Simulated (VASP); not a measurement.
# Mg2ZnTeS2 (P1) in VASP: relaxation of cell and atoms with PBE

Aim: the relaxation of cell and atoms of Mg2ZnTeS2 with PBE.

Program: VASP 6.6.1. These are calculated values, not measurements. Logs are shortened: lines on timing, memory, paths and dates and some standing lists are left out, and cuts for length are marked.

**1. The structure**

The typed cell holds 12 atoms: a = 7.301 Å, b = 7.201 Å, c = 14.229 Å, α = 146.23°, β = 60.29°, γ = 132.33°.

The cell was built by a generator and needn't be a form met in nature.

**2. Relaxation of cell and atoms, PBE**

File INCAR:

```
PREC = Normal
ENCUT = 520
EDIFF = 1E-5
ISMEAR = 0
SIGMA = 0.05
LREAL = Auto
LASPH = T
NELM = 80
ALGO = Fast
ISIF = 3
LWAVE = F
LCHARG = F
GGA = PE
IBRION = 2
NSW = 110
EDIFFG = -0.03
ISYM = 0
KPAR = 8
```

File KPOINTS:

```
Automatic mesh
0
Gamma
  5 5 5
```

File POSCAR:

```
Mg2ZnTeS2
1.0
   -2.2000496200      6.2863405500      2.9913954400
    2.1529835700     -6.2439600800      2.8694685900
    4.0105739600     12.3559334900     -5.8056104900
Mg Zn Te S
4 2 2 4
Direct
    0.3402888000      0.0069214300      0.1538597000
    0.3567638800      0.0479284200      0.6674577200
    0.6921567000      0.0057335800      0.3348284200
    0.6967182200      0.0243771200      0.8406915000
    0.9620617300      0.9485842500      0.9944521900
    0.9858641000      0.9766580100      0.5033728500
    0.2326437000      0.7539903700      0.2612710800
    0.2353804600      0.7249251000      0.7448858000
    0.9151619100      0.7378795300      0.0756233700
    0.9135436900      0.7602840600      0.5813813700
    0.5833182200      0.7274500500      0.4023086600
    0.5856043500      0.7296145400      0.9081878500
```

Potentials or basis: VASP PAW PBE potentials, release 64 (Mg, Zn, Te, S).

On the command line:

```bash
cat potpaw_PBE.64/Mg/POTCAR potpaw_PBE.64/Zn/POTCAR potpaw_PBE.64/Te/POTCAR potpaw_PBE.64/S/POTCAR > POTCAR
mpirun -np 8 vasp_std > vasp.out
```

OUTCAR:

```text
PREC = Normal
   ENCUT = 520
   EDIFF = 1E-5
   ISMEAR = 0
   LREAL = Auto
   LASPH = T
   NELM = 80
   ISIF = 3
   GGA = PE
   IBRION = 2
   NSW = 110
   EDIFFG = -0.03
   ISYM = 0

 ion  position               nearest neighbor table
   1  0.340  0.007  0.154-  11 2.43   9 2.52  12 2.53   7 2.79
   2  0.357  0.048  0.667-  12 2.30  11 2.60  10 2.64   8 2.82
   3  0.692  0.006  0.335-  11 2.42   9 2.53  10 2.56   7 2.79
   4  0.697  0.024  0.841-   9 2.41  10 2.52  12 2.53   8 2.78
   5  0.962  0.949  0.994-   9 2.36  12 2.42   8 2.64   7 2.71
   6  0.986  0.977  0.503-  10 2.26   7 2.50   8 2.52  11 2.59
   7  0.233  0.754  0.261-   6 2.50   5 2.71   3 2.79   1 2.79
   8  0.235  0.725  0.745-   6 2.52   5 2.64   4 2.78   2 2.82
   9  0.915  0.738  0.076-   5 2.36   4 2.41   1 2.52   3 2.53
  10  0.914  0.760  0.581-   6 2.26   4 2.52   3 2.56   2 2.64
  11  0.583  0.727  0.402-   3 2.42   1 2.43   6 2.59   2 2.60
  12  0.586  0.730  0.908-   2 2.30   5 2.42   4 2.53   1 2.53

IMPORTANT INFORMATION: All symmetrisations will be switched off!
NOSYMM: (Re-)initialisation of all symmetry stuff for point group C_1.

----------------------------------------------------------------------------------------

                                     Primitive cell

  volume of cell :     303.6584

  direct lattice vectors                    reciprocal lattice vectors
    -2.200049620  6.286340550  2.991395440     0.002618196  0.079061205  0.170072633
     2.152983570 -6.243960080  2.869468590     0.241908424  0.002553588  0.172547503
     4.010573960 12.355933490 -5.805610490     0.120914189  0.041999161  0.000667309

  length of vectors
     7.301146658  7.201126698 14.228805609     0.187569266  0.297151219  0.128002406

  position of ions in fractional coordinates (direct lattice)
     0.340288800  0.006921430  0.153859700
     0.356763880  0.047928420  0.667457720
     0.692156700  0.005733580  0.334828420
     0.696718220  0.024377120  0.840691500
     0.962061730  0.948584250  0.994452190
     0.985864100  0.976658010  0.503372850
     0.232643700  0.753990370  0.261271080
     0.235380460  0.724925100  0.744885800
     0.915161910  0.737879530  0.075623370
     0.913543690  0.760284060  0.581381370
     0.583318220  0.727450050  0.402308660
     0.585604350  0.729614540  0.908187850

  ion indices of the primitive-cell ions
   primitive index   ion index
                 1           1
                 2           2
                 3           3
                 4           4
                 5           5
                 6           6
                 7           7
                 8           8
[... 101 lines left out ...]
   GGA     = PE    functional components
   LHFCALC =     F    Hartree Fock is set to
   AEXX    =    0.0000 exact exchange contribution
   IVDW    =     0    specifies the selected vdW correction
   LEPSILON=     F    determine dielectric tensor
   LRPA    =     F    only Hartree local field effects (RPA)
 conjugate gradient relaxation of ions
 non-spin polarized calculation
 RMM-DIIS sequential band-by-band and
 Gauss-broadening in eV      SIGMA  =   0.05
  energy-cutoff  :      520.00
  volume of cell :      303.66
 maximum number of plane-waves:      8199
   NGX = 27   NGY = 27   NGZ = 53

--------------------------------------- Ionic step        1  -------------------------------------------

 number of electron      68.0000002 magnetization

 Free energy of the ion-electron system (eV)
  ---------------------------------------------------
  ext. energy  EPLUGINS =         0.00000000
  ---------------------------------------------------
  free energy    TOTEN  =       -43.09846438 eV

  energy without entropy =      -43.09846438  energy(sigma->0) =      -43.09846438

------------------------ aborting loop because EDIFF is reached ----------------------------------------

  FORCE on cell =-STRESS in cart. coord.  units (eV):
  Direction    XX          YY          ZZ          XY          YZ          ZX
  --------------------------------------------------------------------------------------
  -------------------------------------------------------------------------------------
  Total        2.6447993     -0.8282377      1.4833106      0.7076020     -2.0075590      1.8784585
  in kB       13.9546193     -4.3699884      7.8263160      3.7334841    -10.5923809      9.9112144
  external PRESSURE =       5.8036490 kB  Pullay stress =       0.0000000 kB
[... 119 lines left out ...]
  FREE ENERGIE OF THE ION-ELECTRON SYSTEM (eV)
  ---------------------------------------------------
  free  energy   TOTEN  =       -43.4391779940 eV

  energy  without entropy=      -43.4391779940  energy(sigma->0) =      -43.43917799

[... ionic steps 4 to 14 ...]

--------------------------------------- Ionic step       15  -------------------------------------------

 number of electron      67.9999996 magnetization

------------------------ aborting loop because EDIFF is reached ----------------------------------------
[... 87 lines left out ...]
--------------------------------------- Ionic step       17  -------------------------------------------

 number of electron      68.0000001 magnetization

 Free energy of the ion-electron system (eV)
  ---------------------------------------------------
  ext. energy  EPLUGINS =         0.00000000
  ---------------------------------------------------
  free energy    TOTEN  =       -43.52800879 eV

  energy without entropy =      -43.52800879  energy(sigma->0) =      -43.52800879

 E-fermi :   2.6682     XC(G=0):  -8.5167

 val. band max:        2.4171095014   @ k =  -0.4000   0.4000   0.2000
 cond. band min:       4.2554606708   @ k =   0.0000   0.0000   0.0000
 fundamental gap:      1.8383511694
 Fermi energy:         2.6682068650

 k-point     1 :       0.0000    0.0000    0.0000
  band No.  band energies     occupation
      1     -10.0669      2.00000
      2      -9.6527      2.00000
      3      -9.5236      2.00000
      4      -9.5073      2.00000
      5      -7.8137      2.00000
      6      -7.5410      2.00000
[... 1045 lines left out ...]
     40       6.6403      0.00000
     41       7.3629      0.00000

 [... further k-points ...]

------------------------ aborting loop because EDIFF is reached ----------------------------------------

  FORCE on cell =-STRESS in cart. coord.  units (eV):
  Direction    XX          YY          ZZ          XY          YZ          ZX
  --------------------------------------------------------------------------------------
  -------------------------------------------------------------------------------------
  Total       -0.1284745     -0.0954820     -0.1454484     -0.0306990     -0.0219553     -0.0086482
  in kB       -0.6794578     -0.5049717     -0.7692271     -0.1623564     -0.1161140     -0.0457374
  external PRESSURE =      -0.6512189 kB  Pullay stress =       0.0000000 kB
[... 27 lines left out ...]
  FREE ENERGIE OF THE ION-ELECTRON SYSTEM (eV)
  ---------------------------------------------------
  free  energy   TOTEN  =       -43.5280087850 eV

  energy  without entropy=      -43.5280087850  energy(sigma->0) =      -43.52800879

 reached required accuracy - stopping structural energy minimisation
```

Wall time 21 min (8 MPI ranks of Intel Xeon Platinum 8488C (Sapphire Rapids), shared host); peak memory 0.77 GiB.

Results:

```
Free energy                            : -43.5280 eV
Relaxed volume                         : 25.25 Å³/atom
Relaxed cell                           : a = 7.140 Å, b = 7.135 Å, c = 14.276 Å, α = 145.99°, β = 60.78°, γ = 131.23°
Space group after relaxing (to 0.05 Å) : Imm2 (No. 44)
Energy gained by relaxing              : 35.8 meV/atom
Ionic steps                            : 17
Pressure after relaxing                : -0.1 GPa
Largest force after relaxing           : 0.029 eV/Å
Band gap on the k mesh                 : 1.84 eV
```

Forces in eV/Å, atoms in the order of the input:
```
Mg   0.000  0.002 -0.010
Mg   0.015  0.018 -0.018
Mg  -0.013 -0.012  0.003
Mg   0.002  0.001 -0.004
Zn  -0.001  0.010  0.007
Zn  -0.013 -0.011  0.012
Te  -0.007 -0.004  0.004
Te   0.002  0.005 -0.002
S    0.001 -0.017  0.007
S   -0.008  0.001 -0.006
S    0.016  0.010 -0.001
S    0.008 -0.004  0.009
```

Step by step:
```
step  energy change (eV)  largest force (eV/Å)  pressure (GPa)  volume (Å³)
   1              0.0000                1.4589            0.58       303.66
   2             -0.3170                0.5433           -0.67       307.65
   3             -0.3407                0.3464           -1.00       309.24
   4             -0.4030                0.2409            0.00       302.37
   5             -0.4050                0.2365            0.44       300.13
   6             -0.4055                0.2392            0.36       300.72
   7             -0.4193                0.1105            0.03       302.32
   8             -0.4208                0.1318           -0.05       302.99
   9             -0.4258                0.0651           -0.08       302.99
  10             -0.4271                0.0560           -0.08       302.99
  11             -0.4284                0.0430            0.03       302.23
  12             -0.4285                0.0448            0.05       301.92
  13             -0.4285                0.0467            0.18       301.77
  14             -0.4285                0.0455            0.15       301.88
  15             -0.4292                0.0404            0.04       302.37
  16             -0.4292                0.0387            0.04       302.60
  17             -0.4295                0.0295           -0.07       302.95
```

Final structure:
```
Mg Zn Te S
1.0
    -2.08563    6.15853    2.94906
     2.08422   -6.15531    2.94448
     4.17901   12.31468   -5.88931
Mg Zn Te S
4 2 2 4
Direct
  0.34344 0.01795 0.15597
  0.34375 0.01819 0.65517
  0.70560 0.02049 0.33821
  0.70532 0.01999 0.83807
  0.96067 0.95699 0.99779
  0.96067 0.95848 0.49870
  0.23525 0.73214 0.24834
  0.23587 0.73280 0.74789
  0.91806 0.74753 0.08055
  0.91793 0.74822 0.58068
  0.58668 0.74586 0.41335
  0.58627 0.74570 0.91359
```

Caveat: spin-orbit coupling is left out, which moves the levels of the heavy elements; an odd mesh through Γ misses points on the zone boundary, where band edges often lie. A hybrid or GW would open this gap; PBE tends to underestimate it.
